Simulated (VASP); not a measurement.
# GaCo: magnetic orders, part 2 of 4

Wanted: the lowest of several collinear orders of GaCo. The start is a cell from a database of measured crystal structures.

VASP 6.6.1, plane waves and PAW; the level of theory is named at each step.

Still holding for the runs below: The magnetic state follows from one typed start and may not be the lowest. The k-mesh is coarse for a metal.

So far: The structure; Relax in the ferromagnetic state.

## Step 2: Relax in the ferromagnetic state (continued)

Level of this step: SCAN, spin-polarised from a ferromagnetic start; plane waves and PAW (Ga, Co) (VASP).

Step by step:

```csv
step,energy less that of the first step (eV),largest force (eV/Å),pressure (GPa),volume (Å³)
1,0.0000,0.0000,-9.93,190.71
2,-0.2521,0.0000,7.54,174.85
3,-0.3626,0.0000,0.63,180.04
4,-0.3615,0.0000,-0.08,180.63
```

```csv
cell as run,before,after,change
a (Å),5.756,5.653,-1.8 %
b (Å),5.756,5.653,-1.8 %
c (Å),5.756,5.653,-1.8 %
volume (Å³/atom),11.92,11.29,-5.3 %
```

The relaxed structure:

```xyz
16
Lattice="5.6528 0.0000 0.0000 0.0000 5.6528 0.0000 0.0000 0.0000 5.6528" Properties=species:S:1:pos:R:3 pbc="T T T"
Ga    1.4132    1.4132    1.4132
Ga    1.4132    1.4132    4.2396
Ga    1.4132    4.2396    1.4132
Ga    1.4132    4.2396    4.2396
Ga    4.2396    1.4132    1.4132
Ga    4.2396    1.4132    4.2396
Ga    4.2396    4.2396    1.4132
Ga    4.2396    4.2396    4.2396
Co    0.0000    0.0000    0.0000
Co    0.0000    0.0000    2.8264
Co    0.0000    2.8264    0.0000
Co    0.0000    2.8264    2.8264
Co    2.8264    0.0000    0.0000
Co    2.8264    0.0000    2.8264
Co    2.8264    2.8264    0.0000
Co    2.8264    2.8264    2.8264
```

This step gave:

```yaml
electronic_cycles: 54
electrons: 96
free_energy_toten: -272.7827 eV
energy_at_zero_smearing: -272.7810 eV
fermi_energy: 7.751 eV
moment_of_the_cell_from_the_last_line_of_the_log: 2 μB
labelled_metallic_from_the_levels_on_this_mesh: yes
```

Spin moment in the PAW sphere by atom:

```csv
atom,spin moment in the PAW sphere (μB)
Ga1,-0.053
Ga2,-0.053
Ga3,-0.053
Ga4,-0.053
Ga5,-0.053
Ga6,-0.053
Ga7,-0.053
Ga8,-0.053
Co9,0.316
Co10,0.316
Co11,0.316
Co12,0.316
Co13,0.316
Co14,0.316
Co15,0.316
Co16,0.316
```

The run ended after 4 ionic steps, 0.362 eV below its first step, once forces and stress met EDIFFG = -0.02.

## Step 3: Magnetic order, start order fm, signs ++++++++

This step: SCAN, spin-polarised, from parallel moments; plane waves and PAW (Ga, Co) (VASP 6.6.1).

Each run starts from other signs of the moments at the same geometry and cutoff; gentle mixing helps it keep them. Any wave vector in a name is a fraction of the reciprocal vectors of the first cell as typed.

INCAR reads:

```
SYSTEM = GaCo
PREC = Accurate
ENCUT = 350
EDIFF = 1E-06
NELM = 150
ISMEAR = 1
SIGMA = 0.05
LREAL = .FALSE.
ALGO = Normal
METAGGA = SCAN
LASPH = .TRUE.
NBANDS = 76
ISPIN = 2
MAGMOM = 0 0 0 0 0 0 0 0 2 2 2 2 2 2 2 2
LMAXMIX = 4
LORBIT = 11
LWAVE = .FALSE.
LCHARG = .TRUE.
KPAR = 2
AMIX = 0.2
BMIX = 1E-04
AMIX_MAG = 0.8
BMIX_MAG = 1E-04
```

POSCAR reads:

```
GaCo
1.0
    5.6527840663      0.0000000000      0.0000000000
    0.0000000000      5.6527840663      0.0000000000
    0.0000000000      0.0000000000      5.6527840663
Ga Co
8 8
Direct
    0.2500000000      0.2500000000      0.2500000000
    0.2500000000      0.2500000000      0.7500000000
    0.2500000000      0.7500000000      0.2500000000
    0.2500000000      0.7500000000      0.7500000000
    0.7500000000      0.2500000000      0.2500000000
    0.7500000000      0.2500000000      0.7500000000
    0.7500000000      0.7500000000      0.2500000000
    0.7500000000      0.7500000000      0.7500000000
    0.0000000000      0.0000000000      0.0000000000
    0.0000000000      0.0000000000      0.5000000000
    0.0000000000      0.5000000000      0.0000000000
    0.0000000000      0.5000000000      0.5000000000
    0.5000000000      0.0000000000      0.0000000000
    0.5000000000      0.0000000000      0.5000000000
    0.5000000000      0.5000000000      0.0000000000
    0.5000000000      0.5000000000      0.5000000000
```

KPOINTS reads:

```
Automatic mesh
0
Gamma
3 3 3
0 0 0
```

Potentials, in the order of the species: Ga and Co (PBE family, release 64).

Launch:

```console
$ mpirun -np 2 vasp_std
```

The program printed:

```text
[banner, memory and clock lines left out]
running    2 mpi-ranks, on    1 nodes
 distrk:  each k-point on    1 cores,    2 groups
 distr:  one band on    1 cores,    1 groups

 POSCAR found type information on POSCAR GaCo
 POSCAR found :  2 types and      16 ions
 [... a notice as in an earlier step ...]

 LDA part: xc-table for (None), standard interpolation
 POSCAR, INCAR and KPOINTS ok, starting setup
 FFT: planning ... GRIDC
 FFT: planning ... GRID_SOFT
 FFT: planning ... GRID
 WAVECAR not read
 entering main loop
       N       E                     dE             d eps       ncg     rms          rms(c)
DAV:   1     0.446187090392E+03    0.44619E+03   -0.30471E+04  1216   0.110E+03
DAV:   2    -0.224284545173E+03   -0.67047E+03   -0.62676E+03  1220   0.294E+02
DAV:   3    -0.284694584585E+03   -0.60410E+02   -0.54883E+02  1332   0.107E+02
DAV:   4    -0.286481623809E+03   -0.17870E+01   -0.17633E+01  1380   0.195E+01
DAV:   5    -0.286538022984E+03   -0.56399E-01   -0.56371E-01  1764   0.246E+00    0.353E+01
DAV:   6    -0.272260444280E+03    0.14278E+02   -0.63707E+01  1476   0.731E+01    0.212E+01
DAV:   7    -0.272096535205E+03    0.16391E+00   -0.60351E+00  1548   0.231E+01    0.135E+01
DAV:   8    -0.272686353134E+03   -0.58982E+00   -0.12850E+00  1616   0.713E+00    0.639E+00
DAV:   9    -0.272602281258E+03    0.84072E-01   -0.28256E-01  1516   0.411E+00    0.382E+00
DAV:  10    -0.272704799873E+03   -0.10252E+00   -0.14035E-01  1532   0.236E+00    0.179E+00
DAV:  11    -0.272745739745E+03   -0.40940E-01   -0.39885E-02  1408   0.139E+00    0.666E-01
DAV:  12    -0.272752517108E+03   -0.67774E-02   -0.21806E-02  1512   0.768E-01    0.524E-01
DAV:  13    -0.272753011004E+03   -0.49390E-03   -0.16370E-03  1328   0.239E-01    0.338E-01
DAV:  14    -0.272754247632E+03   -0.12366E-02   -0.61134E-04  1628   0.179E-01    0.719E-02
DAV:  15    -0.272755142882E+03   -0.89525E-03   -0.39962E-04  1616   0.984E-02    0.221E-02
DAV:  16    -0.272755229246E+03   -0.86364E-04   -0.39102E-05  1472   0.315E-02    0.938E-03
DAV:  17    -0.272755340350E+03   -0.11110E-03   -0.33175E-06  1168   0.102E-02    0.942E-03
DAV:  18    -0.272755279271E+03    0.61079E-04   -0.14598E-06   996   0.726E-03    0.382E-03
DAV:  19    -0.272755284883E+03   -0.56120E-05   -0.34993E-07   716   0.420E-03    0.141E-03
DAV:  20    -0.272755264988E+03    0.19894E-04   -0.11083E-07   716   0.235E-03    0.410E-04
DAV:  21    -0.272755263580E+03    0.14081E-05   -0.30374E-08   716   0.933E-04    0.234E-04
DAV:  22    -0.272755261500E+03    0.20798E-05   -0.95808E-09   716   0.537E-04    0.156E-04
DAV:  23    -0.272755261297E+03    0.20379E-06   -0.49645E-09   708   0.394E-04
   1 F= -.27275526E+03 E0= -.27275357E+03  d E =-.506693E-02  mag=     2.0000
```

Run time: 2.3 min. Hardware: 2 MPI ranks of AMD EPYC 9R45, shared host; peak memory 0.49 GiB; 4.5 min of CPU time.

From OUTCAR (step 3):

```text
  LATTYP: Found a simple cubic cell.
 ALAT       =     5.6527840663

The static configuration has the point symmetry O_h .

 Found      4 irreducible k-points:

   k-points           NKPTS =      4   k-points in BZ     NKDIM =      4   number of bands    NBANDS=     76

   ENCUT  =  350.0 eV  25.72 Ry    5.07 a.u.   8.62  8.62  8.62*2*pi/ulx,y,z

   NELECT =      96.0000    total number of electrons

 E-fermi :   7.7523

 spin component 1
 k-point     1 :       0.0000    0.0000    0.0000
  band No.  band energies     occupation
    ...
     49       7.3225      1.00000
     50       7.3231      1.00000
     51       7.7168      0.96350
     52       7.7172      0.96050
     53       7.7172      0.96043
     54       9.5648      0.00000
     55      10.5349      0.00000
     56      10.5350      0.00000
     57      10.5350      0.00000
     58      11.3699      0.00000
    ...

 k-point     2 :       0.3333    0.0000    0.0000
  band No.  band energies     occupation
    ...
     48       7.3137      1.00000
     49       7.5346      1.00000
     50       7.5350      1.00000
     51       7.6931      1.03519
     52       7.6936      1.03505
     53       8.0745     -0.00000
     54       9.4549      0.00000
     55       9.4549      0.00000
     56      10.0398      0.00000
     57      10.4354      0.00000
    ...

 k-point     3 :       0.3333    0.3333    0.0000
  band No.  band energies     occupation
    ...
     43       6.7472      1.00000
     44       6.7472      1.00000
     45       6.7631      1.00000
     46       7.0014      1.00000
     47       7.0014      1.00000
     48       7.7547      0.46050
     49       7.7736      0.17369
     50       7.7736      0.17366
     51       8.1613     -0.00000
     52       8.3086     -0.00000
    ...

 k-point     4 :       0.3333    0.3333    0.3333
  band No.  band energies     occupation
    ...
     45       6.4973      1.00000
     46       6.4975      1.00000
     47       6.4975      1.00000
     48       6.7087      1.00000
     49       8.7241     -0.00000
     50       8.7243     -0.00000
     51       8.7243     -0.00000
     52       8.9428      0.00000
     53       8.9428      0.00000
     54       8.9430      0.00000
    ...

  Total       -0.0270489     -0.0270489     -0.0270489      0.0000000      0.0000000      0.0000000
  in kB       -0.2399234     -0.2399234     -0.2399234      0.0000000      0.0000000      0.0000000
  external PRESSURE =      -0.2399234 kB  Pullay stress =       0.0000000 kB

  energy-cutoff  :      350.00
  volume of cell :      180.63
      direct lattice vectors                 reciprocal lattice vectors
     5.652784066  0.000000000  0.000000000     0.176903980  0.000000000  0.000000000
     0.000000000  5.652784066  0.000000000     0.000000000  0.176903980  0.000000000
     0.000000000  0.000000000  5.652784066     0.000000000  0.000000000  0.176903980

 POSITION                                       TOTAL-FORCE (eV/Angst)
 -----------------------------------------------------------------------------------
      1.41320      1.41320      1.41320         0.000000     -0.000000     -0.000000
      1.41320      1.41320      4.23959        -0.000000      0.000000      0.000000
      1.41320      4.23959      1.41320         0.000000     -0.000000     -0.000000
      1.41320      4.23959      4.23959         0.000000      0.000000      0.000000
      4.23959      1.41320      1.41320         0.000000      0.000000     -0.000000
      4.23959      1.41320      4.23959         0.000000     -0.000000      0.000000
      4.23959      4.23959      1.41320         0.000000      0.000000     -0.000000
      4.23959      4.23959      4.23959         0.000000      0.000000      0.000000
      0.00000      0.00000      0.00000        -0.000000     -0.000000      0.000000
      0.00000      0.00000      2.82639        -0.000000     -0.000000      0.000000
      0.00000      2.82639      0.00000         0.000000      0.000000     -0.000000
      0.00000      2.82639      2.82639        -0.000000      0.000000     -0.000000
      2.82639      0.00000      0.00000         0.000000     -0.000000     -0.000000
      2.82639      0.00000      2.82639        -0.000000      0.000000     -0.000000
      2.82639      2.82639      0.00000        -0.000000      0.000000     -0.000000
      2.82639      2.82639      2.82639        -0.000000     -0.000000      0.000000
 -----------------------------------------------------------------------------------
    total drift:                                0.000000      0.000000      0.000000

  FREE ENERGIE OF THE ION-ELECTRON SYSTEM (eV)
  ---------------------------------------------------
  free  energy   TOTEN  =      -272.7552612967 eV

  energy  without entropy=     -272.7501943617  energy(sigma->0) =     -272.75357232

 total charge
# of ion       s       p       d       tot
------------------------------------------
    1        1.073   1.481   0.278   2.832
    2        1.073   1.481   0.278   2.832
    3        1.073   1.481   0.278   2.832
    4        1.073   1.481   0.278   2.832
    5        1.073   1.481   0.278   2.832
    6        1.073   1.481   0.278   2.832
    7        1.073   1.481   0.278   2.832
    8        1.073   1.481   0.278   2.832
    9        0.419   0.519   7.506   8.444
   10        0.419   0.519   7.506   8.444
   11        0.419   0.519   7.506   8.444
   12        0.419   0.519   7.506   8.444
   13        0.419   0.519   7.506   8.444
   14        0.419   0.519   7.506   8.444
   15        0.419   0.519   7.506   8.444
   16        0.419   0.519   7.506   8.444
--------------------------------------------------
tot         11.932  16.005  62.273  90.209

[... 4 parts as in an earlier step ...]

[... 6 further parts left out ...]
```

This step gave:

```
electronic cycles       : 23
free energy (TOTEN)     : -272.7553 eV
energy at zero smearing : -272.7536 eV
Fermi energy            : 7.752 eV
```

Spin density in the ac plane at fractional y = 0.000, with atoms of Co within 0.2 Å of it.

Ten even steps from '_' (-0.01 e/Å³) to '@' (0.48 e/Å³), each cell a mean:
```
%%==..______::**%%==..______::**
--..__________::--..__________::
________________________________
________________________________
________________________________
::____________..::____________..
**::________..==**::________..==
@@**::______==%%@@**::______--%%
%%==..______::**%%==..______::**
==..__________::==..__________::
________________________________
________________________________
________________________________
::____________..::____________..
**::________..==**::________..==
@@**::______==%%@@**::______--%%
```
Columns run along a (5.7 Å), rows up along c (5.7 Å). Atoms in or near the plane, at fractional coordinates: Co at (0.00, 0.00), Co at (0.00, 0.50), Co at (0.50, 0.00), Co at (0.50, 0.50).

Valence density in the ac plane at fractional y = 0.000, with atoms of Co within 0.2 Å of it. It is the smooth field of the valence electrons, not physical close to the nuclei.

Ten even steps from '0' (0.2 e/Å³) to '9' (8.5 e/Å³), each cell a mean:
```
7300001674000015
2100000121000001
0000000000000000
0000000000000000
0000000000000000
0000000000000000
5200001452000014
9400002795000027
7300001674000016
2100000121000001
0000000000000000
0000000000000000
0000000000000000
0000000000000000
5200001342000013
9500002795000027
```
Columns run along a (5.7 Å), rows up along c (5.7 Å). Atoms in or near the plane, at fractional coordinates: Co at (0.00, 0.00), Co at (0.00, 0.50), Co at (0.50, 0.00), Co at (0.50, 0.50).

The largest moment at the end is 0.32 μB, and the moments of the cell sum to 2.00 μB.

[end of part 2 of 4]

[Lines on the potential files, build, host, timing and source positions are cut from VASP's logs without a mark.]

[Logs are printed without paths, hosts, clocks, repeated set-up lines and the standing remarks that a program may print on its own settings, such as how far it seeks lower states.]

[Hosts, paths, dates, database ids (printed as entryN), source tags and the programs' standing remarks are cut or masked in the printed files.]

[In band tables of VASP the shares of atoms and orbitals are scaled to a sum of 1 inside the atoms' spheres.]

[Runs that stopped without an error message from VASP are left out.]
